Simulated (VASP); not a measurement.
Level of theory: rev-vdW-DF2, VASP's PBE PAW potentials (set 64) (plane waves; VASP).

VASP input:

POSCAR:
```
La2O3
1
    1.9491290206    -3.3759904061     0.0000000000
    1.9491290206     3.3759904061    -0.0000000000
   -0.0000000000    -0.0000000000     6.0579462875
La O
2 3
Direct
  0.3333330000   0.6666670000   0.2456728687
  0.6666670000   0.3333330000   0.7543271313
  0.0000000000   0.0000000000   0.0000000000
  0.3333330000   0.6666670000   0.6459472137
  0.6666670000   0.3333330000   0.3540527863
```

### INCAR
```
AGGAC=0.0
ALGO=Normal
EDIFF=1E-6
EDIFFG=-0.02
ENCUT=520
GGA=MK
IBRION=2
ISIF=3
ISMEAR=0
LASPH=T
LCHARG=F
LMAXMIX=6
LREAL=F
LUSE_VDW=T
LWAVE=F
NELM=100
NSW=60
PARAM1=0.1234568
PARAM2=0.7114
PREC=Accurate
SIGMA=0.05
SYSTEM=La2O3
ZAB_VDW=-1.8867
```

File KPOINTS:
```
Automatic mesh
0
Gamma
6 6 4
0 0 0
```

POTCAR, in this order: La O (PBE.64 set). Program: vasp_std.

Energy and stress use the plane-wave basis of the starting cell.

Question: What does the run give for the energy per atom (σ→0), volume per atom, band gap (on the k-mesh)?

Answer: 
| Quantity | Value |
|---|---|
| energy per atom (σ→0) | -6.870 eV/atom |
| band gap (on the k-mesh) | 3.81 eV |
| volume per atom | 16.28 Å³/atom |

OSZICAR:
```
...
       N       E                     dE             d eps       ncg     rms          rms(c)
DAV:   1    -0.343487589940E+02   -0.93643E-04   -0.50806E-02  1536   0.177E+00    0.947E-02
DAV:   2    -0.343489120221E+02   -0.15303E-03   -0.41338E-03  1976   0.702E-01    0.418E-02
DAV:   3    -0.343488927872E+02    0.19235E-04   -0.24536E-04  2000   0.160E-01    0.217E-02
DAV:   4    -0.343488875548E+02    0.52324E-05   -0.43920E-05  1976   0.671E-02    0.944E-03
DAV:   5    -0.343488887726E+02   -0.12178E-05   -0.18346E-05  2248   0.309E-02    0.588E-03
DAV:   6    -0.343488887477E+02    0.24885E-07   -0.17314E-06  1072   0.132E-02
   5 F= -.34348889E+02 E0= -.34348889E+02  d E =-.224245E-03
```

The compound is La2O3 in the a-type structure. This run relaxes it. Symmetry was kept, so distortions that lower it aren't found. The start is the result of an earlier pass.
